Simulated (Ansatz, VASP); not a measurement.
# Cross-check of Ni (Ni(100)-(3x1) missing row) between VASP and Ansatz, part 2 of 3

One calculation is typed for both programs; each brings its own data sets. How far apart do they land? Of the first pair: The structure shown is the start of the Ansatz relaxation below; VASP solves that cell, so the two are compared at the walk's first step.

VASP 6.6.1 and Ansatz 0.2.0.

So far: Starting point; Ansatz: relaxation, PBE with D3(BJ).

## 3. VASP: single point, PBE with D3(BJ), start cell, pair 1

Level of this step: PBE with D3(BJ), spin-polarised from a ferromagnetic start; plane waves and PAW (Ni) (VASP).

The same cell, functional, mesh and smearing now go to VASP, with its own data sets.

Lines of VASP's logs that name or quote its potential files are left out, and so is its time.

Input file INCAR:

```
SYSTEM = Ni
PREC = Accurate
ENCUT = 520
EDIFF = 1E-06
NELM = 200
ISMEAR = -1
SIGMA = 0.1
LREAL = .FALSE.
ALGO = Normal
GGA = PE
IVDW = 12
NBANDS = 78
ISPIN = 2
MAGMOM = 0.77 0.74 0.74 0.7 0.7 0.64 0.68 0.71 0.71 0.75 0.75
LASPH = .TRUE.
LMAXMIX = 4
LORBIT = 11
LWAVE = .FALSE.
LCHARG = .FALSE.
ISIF = 2
LDIPOL = .TRUE.
IDIPOL = 3
DIPOL = 0.5 0.5 0.489
LVHAR = .TRUE.
GGA_COMPAT = .FALSE.
NELMDL = -8
KPAR = 2
```

Input file POSCAR:

```
Ni
1.0
    7.4670476093      0.0000000000      0.0000000000
    0.0000000000      2.4890158698      0.0000000000
    0.0000000000      0.0000000000     22.2800000000
Ni
11
Direct
    0.1666666754      0.5000000262      0.3815080790
    0.5000000000      0.5000000262      0.3815080790
    0.8333333508      0.5000000262      0.3815080790
    0.0000000000      0.0000000262      0.4605026930
    0.3333333508      0.0000000262      0.4605026930
    0.6666666754      0.0000000262      0.4605026930
    0.1666666754      0.5000000262      0.5394973070
    0.5000000000      0.5000000262      0.5394973070
    0.8333333508      0.5000000262      0.5394973070
    0.0000000000      0.0000000262      0.6184919210
    0.3333333508      0.0000000262      0.6184919210
```

Input file KPOINTS:

```
Automatic mesh
0
Gamma
4 11 1
0 0 0
```

Potentials, in the order of the species: Ni (PBE family, release 64).

Started as:

```sh
$ mpirun -np 2 vasp_std
```

Numbers of over 12 decimals in the logs are rounded to 6 here.

What it wrote:

```text
[banner, memory and clock lines left out]
running    2 mpi-ranks, on    1 nodes
 distrk:  each k-point on    1 cores,    2 groups
 distr:  one band on    1 cores,    1 groups

 POSCAR found type information on POSCAR Ni
 POSCAR found :  1 types and      11 ions
 LDA part: xc-table for (Slater+PW92), standard interpolation
 POSCAR, INCAR and KPOINTS ok, starting setup
 FFT: planning ... GRIDC
 FFT: planning ... GRID_SOFT
 FFT: planning ... GRID
 WAVECAR not read
 entering main loop
       N       E                     dE             d eps       ncg     rms          rms(c)
DAV:   1     0.785042866590E+03    0.78504E+03   -0.46715E+04  5624   0.142E+03
DAV:   2    -0.184823992265E+01   -0.78689E+03   -0.74445E+03  5624   0.321E+02
DAV:   3    -0.631831052044E+02   -0.61335E+02   -0.56350E+02  6090   0.127E+02
DAV:   4    -0.646070823570E+02   -0.14240E+01   -0.14162E+01  6180   0.217E+01
DAV:   5    -0.646391597904E+02   -0.32077E-01   -0.32076E-01  8332   0.198E+00
DAV:   6    -0.646396224710E+02   -0.46268E-03   -0.46268E-03  8084   0.235E-01
DAV:   7    -0.646396479067E+02   -0.25436E-04   -0.25435E-04  8268   0.361E-02
DAV:   8    -0.646396488200E+02   -0.91333E-06   -0.91331E-06  4786   0.600E-03    0.297E+01
DAV:   9    -0.671616036074E+02   -0.25220E+01   -0.10270E+02  6244   0.122E+02    0.440E+01
DAV:  10    -0.663505347181E+02    0.81107E+00   -0.70317E+01  6298   0.133E+02    0.432E+01
DAV:  11    -0.870822554917E+02   -0.20732E+02   -0.83617E+01  6728   0.119E+02    0.660E+01
DAV:  12    -0.575278557152E+02    0.29554E+02   -0.36917E+01  7264   0.523E+01    0.241E+01
DAV:  13    -0.576762063487E+02   -0.14835E+00   -0.19919E+01  6384   0.683E+01    0.294E+01
DAV:  14    -0.583317649089E+02   -0.65556E+00   -0.19827E+01  6796   0.572E+01    0.308E+01
[...]
DAV:  41    -0.548720023542E+02   -0.13850E-02   -0.52408E-05  6706   0.696E-02    0.135E-01
DAV:  42    -0.548727142386E+02   -0.71188E-03   -0.58399E-05  5856   0.101E-01    0.920E-02
DAV:  43    -0.548729799102E+02   -0.26567E-03   -0.35835E-05  6210   0.584E-02    0.570E-02
DAV:  44    -0.548736833214E+02   -0.70341E-03   -0.37885E-05  6004   0.626E-02    0.342E-02
DAV:  45    -0.548742126225E+02   -0.52930E-03   -0.25652E-05  5992   0.403E-02    0.225E-02
DAV:  46    -0.548743748645E+02   -0.16224E-03   -0.11391E-05  5808   0.230E-02    0.138E-02
DAV:  47    -0.548744298976E+02   -0.55033E-04   -0.67748E-06  5138   0.118E-02    0.112E-02
DAV:  48    -0.548744307824E+02   -0.88486E-06   -0.10227E-06  4106   0.763E-03
   1 F= -.58250239E+02 E0= -.57910825E+02  d E =-.678829E+00  mag=     7.4227
```

OUTCAR, selected parts (step 3):

```text
ion  position               nearest neighbor table
   1  0.167  0.500  0.382-   2 2.49   3 2.49   5 2.49   5 2.49   4 2.49   4 2.49
   2  0.500  0.500  0.382-   5 2.49   5 2.49   1 2.49   6 2.49   6 2.49   3 2.49
   3  0.833  0.500  0.382-   4 2.49   4 2.49   1 2.49   6 2.49   6 2.49   2 2.49
   4  0.000  0.000  0.461-   9 2.49   9 2.49   3 2.49   3 2.49   6 2.49   7 2.49   7 2.49   1 2.49
                             1 2.49   5 2.49
   5  0.333  0.000  0.461-   8 2.49   8 2.49   2 2.49   2 2.49   6 2.49   7 2.49   7 2.49   1 2.49
                             1 2.49   4 2.49
   6  0.667  0.000  0.461-   4 2.49   5 2.49   9 2.49   9 2.49   8 2.49   8 2.49   3 2.49   3 2.49
                             2 2.49   2 2.49
   7  0.167  0.500  0.539-   8 2.49   9 2.49   5 2.49   5 2.49   4 2.49   4 2.49  11 2.49  11 2.49
                            10 2.49  10 2.49
   8  0.500  0.500  0.539-   5 2.49   5 2.49  11 2.49  11 2.49   7 2.49   6 2.49   6 2.49   9 2.49

  LATTYP: Found a simple orthorhombic cell.
 ALAT       =     2.4890158698
 B/A-ratio  =     3.0000000000
 C/A-ratio  =     8.9513290254

 Subroutine GETGRP returns: Found  4 space group operations
 (whereof  2 operations were pure point group operations)

The static configuration has the point symmetry C_1h.
 The point group associated with its full space group is C_2v.

 Found     18 irreducible k-points:

   k-points           NKPTS =     18   k-points in BZ     NKDIM =     18   number of bands    NBANDS=     78

   dimension x,y,z NGX =    56 NGY =   20 NGZ =  168
   dimension x,y,z NGXF=   112 NGYF=   40 NGZF=  336

   ENCUT  =  520.0 eV  38.22 Ry    6.18 a.u.  13.88  4.63 41.43*2*pi/ulx,y,z

   NELECT =     110.0000    total number of electrons

 k-points in reciprocal lattice and weights: Automatic mesh
   0.00000000  0.00000000  0.00000000       0.023
   0.25000000  0.00000000  0.00000000       0.045
   0.50000000  0.00000000  0.00000000       0.023
   0.00000000  0.09090909  0.00000000       0.045
   0.25000000  0.09090909  0.00000000       0.091
   0.50000000  0.09090909  0.00000000       0.045
   0.00000000  0.18181818  0.00000000       0.045
   0.25000000  0.18181818  0.00000000       0.091
   0.50000000  0.18181818  0.00000000       0.045
[...]
0.25000000  0.45454545  0.00000000       0.091
   0.50000000  0.45454545  0.00000000       0.045

 dipolmoment           0.000000      0.000000     -0.031828 electrons x Angstroem

 average (electrostatic) potential at core
       1 -91.6403       2 -91.6100       3 -91.6100       4 -91.9760       5 -91.9760
       6 -91.9554       7 -91.9536       8 -91.7989       9 -91.7989      10 -91.5788
      11 -91.5788

 E-fermi :  -0.5788

 spin component 1
 k-point     1 :       0.0000    0.0000    0.0000
  band No.  band energies     occupation
    ...
     58      -1.1873      0.99773
     59      -1.1602      0.99702
     60      -1.1485      0.99665
     61      -1.1183      0.99548
     62      -1.1006      0.99461
     63      -0.3251      0.07330
     64       0.1723      0.00055
     65       0.5540      0.00001
     66       1.4091      0.00000
     67       2.3973      0.00000
    ...

 k-point     2 :       0.2500    0.0000    0.0000
  band No.  band energies     occupation
    ...
     58      -1.1445      0.99652
     59      -1.1284      0.99591
     60      -1.0845      0.99368
     61      -0.8453      0.93493
     62      -0.7361      0.82822
     63      -0.4761      0.26375
     64       0.1636      0.00060
     65       1.0502      0.00000
     66       1.4905      0.00000
     67       1.9837      0.00000
    ...

 k-point     3 :       0.5000    0.0000    0.0000
  band No.  band energies     occupation
    ...
     57      -1.1868      0.99772
     58      -1.1561      0.99690
     59      -1.1129      0.99523
     60      -1.0742      0.99300
     61      -0.9412      0.97402
     62       0.0501      0.00185
     63       0.2315      0.00030
     64       0.4790      0.00003
     65       0.4808      0.00003
     66       1.1740      0.00000
    ...

 k-point     4 :       0.0000    0.0909    0.0000
  band No.  band energies     occupation
    ...
     58      -1.2001      0.99800
     59      -1.1856      0.99769
     60      -1.1205      0.99558
     61      -1.0127      0.98712
     62      -0.8748      0.95076
     63       0.0822      0.00135
     64       0.4797      0.00003
     65       0.9481      0.00000
     66       1.8268      0.00000
     67       2.6810      0.00000
    ...

 k-point     5 :       0.2500    0.0909    0.0000
  band No.  band energies     occupation
    ...
     57      -1.2235      0.99842
     58      -1.1676      0.99724
     59      -1.1515      0.99675
     60      -1.0645      0.99229
     61      -0.6353      0.63763
     62      -0.3326      0.07856
     63      -0.0978      0.00808
     64       0.5090      0.00002
     65       1.4380      0.00000
     66       1.8427      0.00000
    ...

 k-point     6 :       0.5000    0.0909    0.0000
  band No.  band energies     occupation
    ...
     57      -1.2342      0.99858
     58      -1.1537      0.99682
     59      -1.1452      0.99654
     60      -0.8928      0.95853
     61      -0.5924      0.53401
     62       0.5131      0.00002
     63       0.6014      0.00001
     64       0.6625      0.00000
     65       0.7908      0.00000
     66       1.4437      0.00000
    ...

 Edisp (eV)   -3.37581

  Total      -8.93209    -9.72448    -5.27217     0.00000     0.00000     0.00000
  in kB     -34.55985   -37.62577   -20.39897     0.00000     0.00000     0.00000
  external pressure =      -30.86 kB  Pullay stress =        0.00 kB

  energy-cutoff  :      520.00
  volume of cell :      414.09
      direct lattice vectors                 reciprocal lattice vectors
     7.467047609  0.000000000  0.000000000     0.133921739  0.000000000  0.000000000
     0.000000000  2.489015870  0.000000000     0.000000000  0.401765217  0.000000000
     0.000000000  0.000000000 22.280000000     0.000000000  0.000000000  0.044883303

 POSITION                                       TOTAL-FORCE (eV/Angst)
 -----------------------------------------------------------------------------------
      1.24451      1.24451      8.50000         0.000000      0.000000      0.418282
      3.73352      1.24451      8.50000        -0.001075      0.000000      0.359209
      6.22254      1.24451      8.50000         0.001075      0.000000      0.359209
      0.00000      0.00000     10.26000         0.012910      0.000000     -0.267385
      2.48902      0.00000     10.26000        -0.012910      0.000000     -0.267385
      4.97803      0.00000     10.26000         0.000000      0.000000     -0.094784
      1.24451      1.24451     12.02000         0.000000      0.000000      0.324412
      3.73352      1.24451     12.02000         0.135316      0.000000      0.254669
      6.22254      1.24451     12.02000        -0.135316      0.000000      0.254669
      0.00000      0.00000     13.78000         0.294910      0.000000     -0.670448
      2.48902      0.00000     13.78000        -0.294910      0.000000     -0.670448
 -----------------------------------------------------------------------------------
    total drift:                               -0.000012     -0.000002     -0.000040

  FREE ENERGIE OF THE ION-ELECTRON SYSTEM (eV)
  ---------------------------------------------------
  free  energy   TOTEN  =       -58.2502394822 eV

  energy  without entropy=      -57.5714106153  energy(sigma->0) =      -57.91082505

 vacuum level on the upper side and lower side of the slab         3.977         4.287

 total charge
# of ion       s       p       d       tot
------------------------------------------
    1        0.470   0.335   8.316   9.121
    2        0.469   0.334   8.320   9.124
    3        0.469   0.334   8.320   9.124
    4        0.491   0.492   8.311   9.293
    5        0.491   0.492   8.311   9.293
    6        0.495   0.494   8.311   9.299
    7        0.489   0.490   8.315   9.294
    8        0.484   0.421   8.302   9.208
    9        0.484   0.421   8.302   9.208
   10        0.467   0.288   8.325   9.080
   11        0.467   0.288   8.325   9.080
--------------------------------------------------
tot          5.275   4.389  91.459 101.123

 magnetization (x)
# of ion       s       p       d       tot
------------------------------------------
    1       -0.002  -0.018   0.757   0.738
    2       -0.003  -0.018   0.732   0.711
    3       -0.003  -0.018   0.732   0.711
    4       -0.007  -0.025   0.693   0.662
    5       -0.007  -0.025   0.693   0.662
    6       -0.007  -0.024   0.643   0.611
    7       -0.008  -0.024   0.678   0.646
    8       -0.007  -0.023   0.705   0.676
    9       -0.007  -0.023   0.705   0.676
   10       -0.001  -0.016   0.767   0.750
   11       -0.001  -0.016   0.767   0.750
--------------------------------------------------
tot         -0.053  -0.228   7.875   7.594

[... 6 further parts left out ...]
```

Dispersion corrections of this kind ignore metallic screening and tend to overbind metals.

## 4. Side by side

Known differences besides the potentials themselves: VASP starts from the moments at which Ansatz ended; the data sets hold 198 valence electrons in Ansatz (on its default PAW (the set named soft_2) files) and 110 in VASP; the cutoff is 420 eV in Ansatz and 520 eV in VASP. Total energies have different zeros and are not compared.

Forces on 7 of the 11 atoms, those with the largest forces and the largest differences (eV/Å; atoms numbered as in POSCAR):

| atom | Ansatz x, y, z | VASP x, y, z |
| --- | --- | --- |
| Ni1 | 0.000, 0.000, 0.426 | 0.000, 0.000, 0.418 |
| Ni2 | -0.001, 0.000, 0.366 | -0.001, 0.000, 0.359 |
| Ni3 | 0.001, 0.000, 0.366 | 0.001, 0.000, 0.359 |
| Ni7 | 0.000, 0.000, 0.331 | 0.000, 0.000, 0.324 |
| Ni8 | 0.136, 0.000, 0.263 | 0.135, 0.000, 0.255 |
| Ni10 | 0.296, 0.000, -0.683 | 0.295, 0.000, -0.670 |
| Ni11 | -0.296, 0.000, -0.683 | -0.295, 0.000, -0.670 |

The forces differ by 4.9 meV/Å r.m.s., which is 2.0 % of the r.m.s. force of 0.242 eV/Å (both taken over all components). Moments aren't recorded for both runs of this pair, so they may hold unlike magnetic states. With vacuum in the cell, a pressure given here is an average over mostly empty space and none of the material.

## 5. Ansatz: relaxation, PBE with D3(BJ)

This run makes the geometry at which the two programs are then compared.

The structure compared here is the end of the Ansatz relaxation.

Input file input.yaml:

```yaml
crystal:
  lattice:
    - [7.4670476093, 0.0, 0.0]
    - [0.0, 2.4890158698, 0.0]
    - [0.0, 0.0, 22.28]
  atoms:
    - { symbol: Ni, position: [0.16666667, 0.5, 0.381508079], spin: 0.7 }
    - { symbol: Ni, position: [0.5, 0.5, 0.381508079], spin: 0.7 }
    - { symbol: Ni, position: [0.83333333, 0.5, 0.381508079], spin: 0.7 }
    - { symbol: Ni, position: [0.0, 0.0, 0.460502693], spin: 0.7 }
    - { symbol: Ni, position: [0.33333333, 0.0, 0.460502693], spin: 0.7 }
    - { symbol: Ni, position: [0.66666667, 0.0, 0.460502693], spin: 0.7 }
    - { symbol: Ni, position: [0.16666667, 0.5, 0.539497307], spin: 0.7 }
    - { symbol: Ni, position: [0.5, 0.5, 0.539497307], spin: 0.7 }
    - { symbol: Ni, position: [0.83333333, 0.5, 0.539497307], spin: 0.7 }
    - { symbol: Ni, position: [0.0, 0.0, 0.618491921], spin: 0.7 }
    - { symbol: Ni, position: [0.33333333, 0.0, 0.618491921], spin: 0.7 }
magnetization:
  spin_polarized: true
kpoints:
  mp_grid: { grid: [4, 11, 1] }
hamiltonian:
  xc: pbe
  dispersion: d3bj
scf:
  occupations: { method: fermi_dirac, width: 0.1 }
  convergence: { dr2_threshold: 1.0e-08 }
efield:
  axis: 3
  dipole_correction: true
  ramp_position: 0.97
  ramp_width: 0.06
relax:
  f_tol: 0.015
  max_steps: 90
  constraints: [{ sites: [0, 1, 2, 3, 4, 5] }]
output:
  write_potential: true
  write_density: true
  volumetric_format: npy
```

Started as:

```sh
$ ansatz run input.yaml --threads 4 --pin off --max-ram 12288MiB --backend cpu --events-out ev --progress --plain --runs-dir out
```

What it wrote:

```text
[...]
Crystal: 11 atoms, lattice volume = 414.087 Å³
Basis set: ecut = 420 eV, 8107 PW (Γ), exchange–correlation on 100×36×300 points (8 copies of the dense FFT grid, shifted against one another)
Bands: 124, of which v1, the nominal top of the filled ones, is band 99 counted from 1 (98 counted from 0)
[...]
- { symbol: Ni, position: [0.333333, 0.0, 0.460503] }
    - { symbol: Ni, position: [0.666667, 0.0, 0.460503] }
    - { symbol: Ni, position: [0.166667, 0.5, 0.536560] }
    - { symbol: Ni, position: [0.505743, 0.5, 0.539623] }
    - { symbol: Ni, position: [0.827590, 0.5, 0.539623] }
    - { symbol: Ni, position: [0.00409996, 0.0, 0.610962] }
    - { symbol: Ni, position: [0.329233, 0.0, 0.610962] }
[key lines of the parts left out:]
SCF converged after 13 iterations
Magnetization: 7.4612 μB (102.7306 up, 95.2694 down)
Free energy (F): -64235.039841 eV
Fermi energy:    1.931387 eV
Dipole field:    D = 0.011242 V/Å  (p = 0.025726 e·Å, saw-weighted, corrected)
Work function:   Φ+ = 4.6336 eV   Φ− = 4.8841 eV
```

(Part 2 of 3 ends here.)

[Lines on the potential files, build, host, timing and source positions are cut from VASP's logs without a mark.]

[Logs are printed without paths, hosts, clocks, repeated set-up lines and the standing remarks that a program may print on its own settings, such as how far it seeks lower states.]

[Hosts, paths, dates, database ids (printed as entryN), source tags and the programs' standing remarks are cut or masked in the printed files.]
